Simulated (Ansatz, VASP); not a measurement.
# Cross-check of V2O5 between VASP and Ansatz

Aim: how closely do two programs agree when they are given the same cell, functional and k mesh?

Method: plane waves, with VASP 6.6.1 beside it; single point at LDA, in Ansatz 0.2.0.

**1. Starting point**

The structure is orthorhombic, space group Pmmn (No. 59). The conventional cell has a = 3.564 Å, b = 11.512 Å, c = 4.368 Å, α = 90.00°, β = 90.00°, γ = 90.00°. V has 5 O at 1.58 to 2.02 Å nearest. O has 2 V at 1.78 Å nearest. O has 3 V at 1.88 to 2.02 Å nearest. Nearest to O lie 1 V at 1.58 Å. Farther neighbours and most contacts between anions are not listed.

**2. Ansatz: single point, LDA**

Ansatz runs on its default PAW (the set named soft_2) files.

With cell and atoms fixed, the geometry can't cause a difference; cores, projectors, grids and the points listed under the comparison can.

The input, input.yaml:

```yaml
crystal:
  lattice:
    - [3.564, 0.0, 0.0]
    - [0.0, 11.512, 0.0]
    - [0.0, 0.0, 4.368]
  atoms:
    - { symbol: V, position: [0.5, 0.64882, 0.8917] }
    - { symbol: V, position: [0.5, 0.35118, 0.8917] }
    - { symbol: V, position: [0.0, 0.14882, 0.1083] }
    - { symbol: V, position: [0.0, 0.85118, 0.1083] }
    - { symbol: O, position: [0.5, 0.5, 0.001] }
    - { symbol: O, position: [0.0, 0.0, 0.999] }
    - { symbol: O, position: [0.5, 0.8189, 0.003] }
    - { symbol: O, position: [0.5, 0.1811, 0.003] }
    - { symbol: O, position: [0.0, 0.3189, 0.997] }
    - { symbol: O, position: [0.0, 0.6811, 0.997] }
    - { symbol: O, position: [0.5, 0.6457, 0.531] }
    - { symbol: O, position: [0.5, 0.3543, 0.531] }
    - { symbol: O, position: [0.0, 0.1457, 0.469] }
    - { symbol: O, position: [0.0, 0.8543, 0.469] }
hamiltonian:
  xc: lda
  pseudopotentials: { kind: paw }
kpoints:
  mp_grid: { grid: [5, 2, 4] }
scf:
  occupations: { method: gaussian, width: 0.01 }
  n_extra_bands: 7
output:
  forces: true
  stress: true
  eigenvalues: true
```

Run with:

```bash
$ ansatz run input.yaml --threads 4 --pin off --max-ram 9216MiB --backend cpu --events-out ev --progress --plain --runs-dir out
```

Numbers of over 12 decimals in the logs are rounded to 6 here.

What it wrote:

```text
scf.n_extra_bands = 7 over 56 filled bands (N_el = 112.0): the run solves 63 bands
Engine: ansatz 0.2.0, aarch64-unknown-linux-gnu
Pseudopotentials: kind: paw
Pseudopotential: V, paw, valence charge 13, recommended cutoff 420 eV (normal), V.paw.azcp
Pseudopotential: O, paw, valence charge 6, recommended cutoff 420 eV (normal), O.paw.azcp
Functional definition: SPW92
  exchange = slater_x
  correlation = pw_c
Crystal: 14 atoms, lattice volume = 179.214 Å³
Basis set: ecut = 420 eV, 3495 PW (Γ)
Bands: 63, of which v1, the nominal top of the filled ones, is band 56 counted from 1 (55 counted from 0)
Symmetry: 8 space group operations
Space group: Pmmn (ITA 59), of the structure as read, at distance tolerance 5.6e-5 Å
k-points: 18 of 40
Non-local potential: V, projectors of the file, l = 0: 3, l = 1: 2, l = 2: 3, l = 3: 1
Non-local potential: O, projectors of the file, l = 0: 2, l = 1: 2, l = 2: 1
PAW form: soft (Blöchl's): semilocal exchange-correlation on the pseudo side does not see the compensation charge
PAW frozen core: V, regenerated for the run's functional, and the local potential with it (the file was generated under x = pbe(κ = 0.804, μ = 0.219515), c = pbe(β = 0.066725))
PAW frozen core: O, regenerated for the run's functional, and the local potential with it (the file was generated under x = pbe(κ = 0.804, μ = 0.219515), c = pbe(β = 0.066725))
PAW one-centre angular grid: V, 590 points (default); XC on 64 Gauss nodes
PAW one-centre angular grid: O, 110 points (default); XC on 64 Gauss nodes
Initial density: superposition of atomic densities (neutral atoms: chi_scale 0, normalization atom), corrected by the library's trained network
Initial wavefunctions: pseudopotential atomic-orbital guess
Functional: x = slater, c = lda
SCF iter   1: F=—  HF=-17000.981305 eV  |F-HF|=—  |Δ(HF+E_count)|=         —  Δρ=1.84e-2  dr2=5.37e-1  ethr=1.77e-3  ⟨swp⟩=5.8  Hψ=4098  notcnv=0
preconditioner: auto → Resta (q_TF=auto, 2.523 Å⁻¹)  ε∞=8.9  [insulator: Δε(μ)=1.608 eV  Ē_g=8.805 eV  σ=0.010 eV  W_gap=1.00  n_scr=48 (ndim 8)  ℏωp=24.8 eV  f_vac=0.166  D(μ)=0.00/eV (n_scr^D=0)  ε∞_Penn≈8.9]
SCF iter   2: F=—  HF=-17000.918061 eV  |F-HF|=—  |Δ(HF+E_count)|=   6.32e-2  Δρ=1.51e-2  dr2=4.04e-1  ethr=4.80e-4  ⟨swp⟩=2.0  Hψ=2150  notcnv=0  defer=46
SCF iter   3: F=—  HF=-17000.870988 eV  |F-HF|=—  |Δ(HF+E_count)|=   4.71e-2  Δρ=5.31e-3  dr2=4.36e-2  ethr=3.61e-4  ⟨swp⟩=2.2  Hψ=1713  notcnv=0  defer=46
SCF iter   4: F=—  HF=-17000.862768 eV  |F-HF|=—  |Δ(HF+E_count)|=   8.22e-3  Δρ=2.19e-3  dr2=1.16e-2  ethr=3.90e-5  ⟨swp⟩=2.0  Hψ=1780  notcnv=0  defer=46
SCF iter   5: F=—  HF=-17000.860800 eV  |F-HF|=—  |Δ(HF+E_count)|=   1.97e-3  Δρ=8.72e-4  dr2=1.33e-3  ethr=1.04e-5  ⟨swp⟩=2.1  Hψ=1537  notcnv=0  defer=46
SCF iter   6: F=—  HF=-17000.860621 eV  |F-HF|=—  |Δ(HF+E_count)|=   1.79e-4  Δρ=3.35e-4  dr2=2.44e-4  ethr=1.19e-6  ⟨swp⟩=2.0  Hψ=1677  notcnv=0  defer=46
SCF iter   7: F=—  HF=-17000.860623 eV  |F-HF|=—  |Δ(HF+E_count)|=   1.17e-6  Δρ=2.01e-4  dr2=8.05e-5  ethr=2.17e-7  ⟨swp⟩=2.0  Hψ=1748  notcnv=0  defer=46
SCF iter   8: F=—  HF=-17000.860624 eV  |F-HF|=—  |Δ(HF+E_count)|=   1.14e-6  Δρ=5.53e-5  dr2=7.53e-6  ethr=7.19e-8  ⟨swp⟩=2.0  Hψ=1674  notcnv=0  defer=46
SCF iter   9: F=—  HF=-17000.860628 eV  |F-HF|=—  |Δ(HF+E_count)|=   4.19e-6  Δρ=2.45e-5  dr2=1.72e-6  ethr=6.73e-9  ⟨swp⟩=2.3  Hψ=1463  notcnv=0  defer=46
SCF iter  10: F=—  HF=-17000.860629 eV  |F-HF|=—  |Δ(HF+E_count)|=   7.22e-7  Δρ=8.73e-6  dr2=1.83e-7  ethr=1.53e-9  ⟨swp⟩=2.0  Hψ=1559  notcnv=0  defer=46
SCF iter  11: F=—  HF=-17000.860629 eV  |F-HF|=—  |Δ(HF+E_count)|=   3.19e-8  Δρ=7.50e-6  dr2=1.13e-7  ethr=8.93e-11  ⟨swp⟩=9.1  Hψ=4277  notcnv=0
SCF iter  12: F=-17000.860629 eV  HF=-17000.860629 eV  |F-HF|=9.01e-9  |Δ(HF+E_count)|=   8.61e-9  Δρ=2.58e-6  dr2=1.63e-8  ethr=8.93e-11  ⟨swp⟩=3.8  Hψ=3375  notcnv=0
SCF 1 converged in 12 iterations: F = -17000.860629 eV  dr2 = 1.63e-8
  greatest PAW one-centre occupation: 1.000 electrons in one spin orbital (limit 2), on the V atom at site 3 (counted from 0), in its partial waves of l = 0
SCF converged after 12 iterations
Free energy (F): -17000.860629 eV
Harris-Foulkes:  -17000.860629 eV  (|F-HF|=9.01e-9)
Internal energy: -17000.860629 eV  (E = F + TS)
E sigma→0 (E₀):  -17000.860629 eV
Fermi energy:    4.716410 eV
--- Per-component energies (eV) ---
  E_band       = -1442.372858
  E_kinetic    = 3070.700178
  E_local      = -11267.990861  (includes V_loc(G=0)·N_el)
  E_nonlocal   = 312.774595
  E_hartree    = 4580.341039
  E_xc         = -1233.392063
  E_vxc        = -1580.074716  (∫ρ·V_xc dr)
  E_paw        = -5702.036566  (= ΣΔE_a)
  E_vpaw       = -1138.495635  (= ΣTr[D̂ρ^β])
  E_aug_tail   = 0.025385  (compensation charges beyond the density's cutoff)
  E_ewald      = -6763.636150
  E_core_change = 2.353814  (= ΣΔE_core)
  E_smearing   = -0.000000  (= −TS)
  E_closure    = -0.000000  (closes the sum)
  Σ components = -17000.860629   (vs F -17000.860629, Δ=0.00e0)
--- Forces (eV/Å), atoms counted from 1 ---
  atom   1  V      0.00000000    -0.11037264     0.01014606
  atom   2  V      0.00000000     0.11037264     0.01014606
  atom   3  V      0.00000000    -0.11037264    -0.01014606
  atom   4  V      0.00000000     0.11037264    -0.01014606
  atom   5  O      0.00000000     0.00000000    -0.25399327
  atom   6  O      0.00000000     0.00000000     0.25399327
  atom   7  O      0.00000000    -0.15036088     0.13754249
  atom   8  O      0.00000000     0.15036088     0.13754249
  atom   9  O      0.00000000    -0.15036088    -0.13754249
  atom  10  O      0.00000000     0.15036088    -0.13754249
  atom  11  O      0.00000000     0.04747059     0.26741662
  atom  12  O      0.00000000    -0.04747059     0.26741662
  atom  13  O      0.00000000     0.04747059    -0.26741662
  atom  14  O      0.00000000    -0.04747059    -0.26741662
  max |Σ_I F_I| component: 1.39e-17 eV/Å
--- Stress (GPa, compression-positive) ---
       -6.744387       0.000000       0.000000
        0.000000      -6.204454       0.000000
        0.000000       0.000000      -4.711547
  P = ⅓ Tr σ = -5.8868 GPa (-58.868 kbar)
--- Band table (eV; the first three rows and the last of 18) ---
  k-point 0: bands = [... 52 lower, 2.9108, 3.0812, 3.1654, 3.2275, 5.5872, 5.7434, 7.0692, 7.1657, ... 3 higher]
  k-point 1: bands = [... 52 lower, 3.0055, 3.2365, 3.3597, 3.4559, 5.6499, 5.8180, 7.1067, 7.1993, ... 3 higher]
  k-point 2: bands = [... 52 lower, 3.1449, 3.4446, 3.5998, 3.7291, 5.7179, 5.8864, 7.1547, 7.2185, ... 3 higher]
  k-point 17: bands = [... 52 lower, 3.7673, 3.7673, 3.8354, 3.8354, 6.1842, 6.1842, 6.9195, 6.9195, ... 3 higher]
```

Wall time 5.5 s (4 threads of Arm Neoverse V1, shared host); peak memory 0.64 GiB; 21 s of CPU time.

The run ends at a pressure of -5.89 GPa, with forces up to 0.27 eV/Å.

**3. VASP: single point, LDA**

The same cell, functional (in two slightly different forms), mesh and smearing now go to VASP, with its own data sets and cutoff.

Lines of VASP's logs that name or quote its potential files are left out, and so is its time.

The input, INCAR:

```
SYSTEM = V2O5
PREC = Accurate
ENCUT = 520
EDIFF = 1E-07
NELM = 100
ISMEAR = 0
SIGMA = 0.01
LREAL = .FALSE.
ALGO = Normal
GGA = CA
NBANDS = 70
LASPH = .TRUE.
LORBIT = 11
LWAVE = .FALSE.
LCHARG = .FALSE.
KPAR = 4
NCORE = 2
```

The input, POSCAR:

```
V2O5
1.0
    3.5640000000      0.0000000000      0.0000000000
    0.0000000000     11.5120000000      0.0000000000
    0.0000000000      0.0000000000      4.3680000000
V O
4 10
Direct
    0.5000000000      0.6488200000      0.8917000000
    0.5000000000      0.3511800000      0.8917000000
    0.0000000000      0.1488200000      0.1083000000
    0.0000000000      0.8511800000      0.1083000000
    0.5000000000      0.5000000000      0.0010000000
    0.0000000000      0.0000000000      0.9990000000
    0.5000000000      0.8189000000      0.0030000000
    0.5000000000      0.1811000000      0.0030000000
    0.0000000000      0.3189000000      0.9970000000
    0.0000000000      0.6811000000      0.9970000000
    0.5000000000      0.6457000000      0.5310000000
    0.5000000000      0.3543000000      0.5310000000
    0.0000000000      0.1457000000      0.4690000000
    0.0000000000      0.8543000000      0.4690000000
```

The input, KPOINTS:

```
Automatic mesh
0
Gamma
5 2 4
0 0 0
```

The projector-augmented-wave data sets are V_sv and O (PBE family, release 64).

Run with:

```bash
$ mpirun -np 8 vasp_std
```

What it wrote:

```text
[banner, memory and clock lines left out]
running    8 mpi-ranks, on    1 nodes
 distrk:  each k-point on    2 cores,    4 groups
 distr:  one band on    2 cores,    1 groups

 POSCAR found type information on POSCAR V O
 POSCAR found :  2 types and      14 ions
|                                                                             |
|               ----> ADVICE to this user running VASP <----                  |
|                                                                             |
|     You enforced a specific xc type in the INCAR file but a different       |
|     [... a line on the potential file left out ...]
|     I HOPE YOU KNOW WHAT YOU ARE DOING!                                     |
|                                                                             |

 LDA part: xc-table for (Slater(with rela. corr.)+CA(PZ))
 , standard interpolation
 POSCAR, INCAR and KPOINTS ok, starting setup
 FFT: planning ... GRIDC
 FFT: planning ... GRID_SOFT
 FFT: planning ... GRID
 WAVECAR not read
 entering main loop
       N       E                     dE             d eps       ncg     rms          rms(c)
DAV:   1     0.149438499861E+04    0.14944E+04   -0.63677E+04  2592   0.165E+03
DAV:   2     0.328161586994E+02   -0.14616E+04   -0.13856E+04  2652   0.502E+02
DAV:   3    -0.163906544876E+03   -0.19672E+03   -0.19420E+03  2802   0.176E+02
DAV:   4    -0.169522208576E+03   -0.56157E+01   -0.56032E+01  3024   0.322E+01
DAV:   5    -0.169616313960E+03   -0.94105E-01   -0.94010E-01  2960   0.438E+00    0.979E+01
DAV:   6    -0.157932979246E+03    0.11683E+02   -0.34813E+02  3258   0.111E+02    0.647E+01
DAV:   7    -0.155434470504E+03    0.24985E+01   -0.46716E+02  3124   0.146E+02    0.577E+01
DAV:   8    -0.137971488155E+03    0.17463E+02   -0.36209E+01  2776   0.360E+01    0.257E+01
DAV:   9    -0.129776746188E+03    0.81947E+01   -0.13826E+01  3470   0.218E+01    0.846E+00
DAV:  10    -0.129054394171E+03    0.72235E+00   -0.21507E+00  3222   0.729E+00    0.466E+00
DAV:  11    -0.128789856967E+03    0.26454E+00   -0.11934E+00  3088   0.652E+00    0.412E+00
DAV:  12    -0.128780736113E+03    0.91209E-02   -0.50995E-01  3392   0.531E+00    0.301E+00
DAV:  13    -0.128717465666E+03    0.63270E-01   -0.15810E-01  2892   0.297E+00    0.102E+00
DAV:  14    -0.128700917247E+03    0.16548E-01   -0.32229E-02  3002   0.109E+00    0.451E-01
DAV:  15    -0.128700196452E+03    0.72079E-03   -0.99634E-03  2940   0.449E-01    0.377E-01
DAV:  16    -0.128698260579E+03    0.19359E-02   -0.74542E-03  3178   0.641E-01    0.127E-01
DAV:  17    -0.128698187108E+03    0.73471E-04   -0.76302E-04  2976   0.201E-01    0.395E-02
DAV:  18    -0.128698188109E+03   -0.10009E-05   -0.69210E-05  3106   0.622E-02    0.220E-02
DAV:  19    -0.128698186039E+03    0.20703E-05   -0.42097E-05  3176   0.521E-02    0.212E-02
DAV:  20    -0.128698182766E+03    0.32733E-05   -0.61831E-06  3020   0.178E-02    0.710E-03
DAV:  21    -0.128698182789E+03   -0.23796E-07   -0.35639E-06  3320   0.123E-02    0.564E-03
DAV:  22    -0.128698182487E+03    0.30245E-06   -0.14451E-06  3172   0.843E-03    0.233E-03
DAV:  23    -0.128698182474E+03    0.13046E-07   -0.95094E-08  1598   0.182E-03
   1 F= -.12869818E+03 E0= -.12869818E+03  d E =-.567633E-45
```

(Continued in part 2 of 2.)

[Lines on the potential files, build, host, timing and source positions are cut from VASP's logs without a mark.]

[Logs are printed without paths, hosts, clocks, repeated set-up lines and the standing remarks that a program may print on its own settings, such as how far it seeks lower states.]

[Hosts, paths, dates, database ids (printed as entryN), source tags and the programs' standing remarks are cut or masked in the printed files.]
